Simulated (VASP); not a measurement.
Data:

```
O2Si
1.0
    5.09462     0.00000     0.00000
   -2.54731     4.41207     0.00000
    0.00000     0.00000     8.60100
Si O
4 8
Direct
  0.66667   0.33333   0.93716
  0.33333   0.66667   0.43716
  0.66667   0.33333   0.56284
  0.33333   0.66667   0.06284
  0.00000   0.42059   0.00000
  0.57941   0.00000   0.50000
  0.57941   0.57941   0.00000
  0.00000   0.57941   0.50000
  0.42059   0.00000   0.00000
  0.42059   0.42059   0.50000
  0.66667   0.33333   0.75000
  0.33333   0.66667   0.25000
```

Calculation: PBEsol GGA, VASP's PBE PAW potentials (set 64) (plane waves; VASP). Settings: 520 eV cut-off, 6×6×3 Γ-centred mesh, tetrahedra with Blöchl corrections, potentials Si O.

Tabulate the total density of states (states/eV per cell) against energy (eV; zero at the valence-band maximum or, without a gap, the Fermi level).

```csv
E (eV),DOS (states/eV)
-9.94,0.00
-9.70,0.04
-9.46,0.83
-9.22,1.27
-8.98,1.61
-8.74,3.21
-8.50,2.94
-8.26,2.70
-8.02,2.07
-7.78,1.02
-7.54,0.11
-7.30,1.50
-7.06,3.48
-6.82,2.48
-6.58,3.94
-6.34,2.82
-6.10,1.97
-5.86,0.56
-5.62,9.74
-5.38,19.4
-5.14,3.13
-4.90,0.00
-4.66,0.00
-4.42,0.00
-4.18,0.00
-3.94,0.00
-3.70,0.00
-3.46,0.00
-3.22,0.02
-2.98,12.2
-2.74,15.5
-2.50,7.78
-2.26,9.21
-2.02,16.6
-1.78,13.5
-1.54,7.61
-1.30,2.83
-1.06,13.0
-0.82,11.6
-0.58,12.2
-0.34,3.11
-0.10,9.22
0.14,0.00
0.38,0.00
0.62,0.00
0.86,0.00
1.10,0.00
1.34,0.00
1.58,0.00
1.82,0.00
2.06,0.00
2.30,0.00
2.54,0.00
2.78,0.00
3.02,0.00
3.26,0.00
3.50,0.00
3.74,0.00
3.98,0.00
4.22,0.00
4.46,0.00
4.70,0.00
4.94,0.00
5.18,0.00
5.42,0.00
5.66,0.03
5.90,0.30
6.14,0.66
6.38,0.66
6.62,0.75
6.86,0.86
7.10,1.27
7.34,1.52
7.58,2.18
7.82,2.18
8.06,1.74
8.30,3.02
8.54,2.19
8.78,7.12
9.02,10.1
```
Within 2 eV below the valence-band maximum the largest weight inside VASP's projection spheres is O p.

The structure comes from a computed database's SiO2 entry (P6_322); how it stands against other phases isn't given here. It was relaxed first.
